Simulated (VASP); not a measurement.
# SiH₃Cl: convergence, relaxation of the atoms

SiH₃Cl, molecule in box, 5 atoms in the cell. PBE, relaxation of the atoms; PAW potentials Si, Cl, H (PBE set). VASP 6.6.1.

Wanted: energy within 1 meV/atom; two shortest distances of each atom within 0.01 Å.

POSCAR:
```
SiH3Cl
1.0
   12.0000000000      0.0000000000      0.0000000000
    0.0000000000     12.0000000000      0.0000000000
    0.0000000000      0.0000000000     12.0000000000
Si Cl H
1 1 3
Direct
    0.4590070000      0.4676300000      0.5105990000
    0.6120130000      0.4237710000      0.5413350000
    0.3840030000      0.4239990000      0.6032960000
    0.4234850000      0.4126920000      0.4048470000
    0.4461930000      0.5850120000      0.4997570000
```

The series start from Force threshold EDIFFG (eV/Å): -0.02; Electronic threshold EDIFF (eV): 1e-6; Relaxation method: conjugate gradient, POTIM 0.5; Mixing and least electronic steps: default. Each series keeps the choices made before it, and each single choice may use up half of a tolerance.

## Force threshold EDIFFG (eV/Å)

| Force threshold EDIFFG (eV/Å) | Energy less reference (meV/atom) | Two shortest distances of each atom, largest deviation (Å) | Time (s) |
|---|---|---|---|
| -0.1 | 0.2 | 0.016 | 16 |
| -0.05 | 0.1 | 0.011 | 18 |
| -0.03 | 0.0 | 0.004 | 23 |
| -0.02 | 0.0 | 0.004 | 23 |
| -0.01 | 0.0 | 0.000 | 28 |
| -0.005 | 0.0 | 0.000 | 28 |
| -0.002 (reference) | 0.0 | 0.000 | 30 |

Chosen: -0.03, the loosest value from which every tighter one stays within half of the tolerance.

## Electronic threshold EDIFF (eV)

| Electronic threshold EDIFF (eV) | Energy less reference (meV/atom) | Two shortest distances of each atom, largest deviation (Å) | Time (s) |
|---|---|---|---|
| 0.001 | 0.0 | 0.001 | 11 |
| 0.0001 | 0.0 | 0.002 | 14 |
| 1e-5 | 0.0 | 0.001 | 17 |
| 1e-6 | 0.0 | 0.000 | 23 |
| 1e-7 (reference) | 0.0 | 0.000 | 30 |

Chosen: 0.001.

## Relaxation method

| Relaxation method | Energy less reference (meV/atom) | Two shortest distances of each atom, largest deviation (Å) | SCF iterations | Time (s) |
|---|---|---|---|---|
| conjugate gradient, POTIM 0.5 | 0.0 | 0.000 | 43 | 11 |
| conjugate gradient, POTIM 0.2 | 0.0 | 0.004 | 35 | 9.0 |
| conjugate gradient, POTIM 1.0 | 0.0 | 0.001 | 57 | 15 |
| quasi-Newton, POTIM 0.5 | 0.1 | 0.002 | 28 | 6.8 |
| quasi-Newton, POTIM 0.3, 10 steps kept | 0.1 | 0.002 | 27 | 6.8 |
| quasi-Newton, POTIM 0.5, at least 5 electronic steps | 0.0 | 0.002 | 44 | 9.0 |
| damped dynamics, POTIM 0.2, SMASS 0.4 | 0.0 | 0.003 | 63 | 16 |
| damped dynamics, POTIM 0.4, SMASS 0.8 | 0.0 | 0.003 | 54 | 12 |
| velocity quench, POTIM 0.1 | 0.1 | 0.010 | 29 | 6.9 |

Chosen: quasi-Newton, POTIM 0.3, 10 steps kept, which stays within half of the tolerance.

## Mixing and least electronic steps

| Mixing and least electronic steps | Energy less reference (meV/atom) | Two shortest distances of each atom, largest deviation (Å) | SCF iterations | Time (s) |
|---|---|---|---|---|
| default | 0.0 | 0.000 | 27 | 6.8 |
| MAXMIX 40 | -0.1 | 0.001 | 28 | 6.4 |
| NELMIN 4 | -0.1 | 0.001 | 39 | 8.4 |
| NELMIN 4, MAXMIX 40 | -0.1 | 0.001 | 36 | 7.7 |
| ALGO Fast | -0.1 | 0.001 | 34 | 7.8 |

Chosen: default; no other choice that stays within half of the tolerance saves 30 % of the time.

## All choices together

| Input | Energy less reference (meV/atom) | Two shortest distances of each atom, largest deviation (Å) | Time (s) |
|---|---|---|---|
| program defaults (naive) | 0.2 | 0.017 | 11 |
| chosen settings | 0.2 | 0.004 | 6.8 |
| reference settings throughout | 0.0 | 0.000 | 40 |

The tolerance is met.

## The input

INCAR:
```
SYSTEM = SiH3Cl
PREC = Normal
ENCUT = 300
EDIFF = 0.001
ISMEAR = 0
SIGMA = 0.01
ISYM = 0
LREAL = .FALSE.
LASPH = .TRUE.
NELM = 100
ALGO = Normal
LWAVE = .FALSE.
LCHARG = .FALSE.
IBRION = 1
NSW = 150
ISIF = 2
EDIFFG = -0.03
POTIM = 0.3
KPAR = 1
NFREE = 10
```

KPOINTS:
```
k-points
0
Gamma
  1 1 1
```

Commands:
```
cat potpaw_PBE.64/Si/POTCAR potpaw_PBE.64/Cl/POTCAR potpaw_PBE.64/H/POTCAR > POTCAR
mpirun -np 4 vasp_gam > vasp.out
```

The chosen input took VASP 6.6.1 6.8 s on 4 cores (AMD EPYC 9R45 (Zen 5)), a shared host.

## An input that fails: ionic step far too long

What the run shows: internal error in: us.F  at line: 1398 internal ERROR SETYLM_AUG: -62 63 1659 46 -63 62 62 If you are not a developer, you should not encounter this problem. Please submit a bug report.

Changes against the starting input:
```
- NELM = 100
- IBRION = 2
- NSW = 150
- POTIM = 0.5
+ NELM = 60
+ IBRION = 3
+ NSW = 30
+ POTIM = 5.0
+ SMASS = 0.4
```
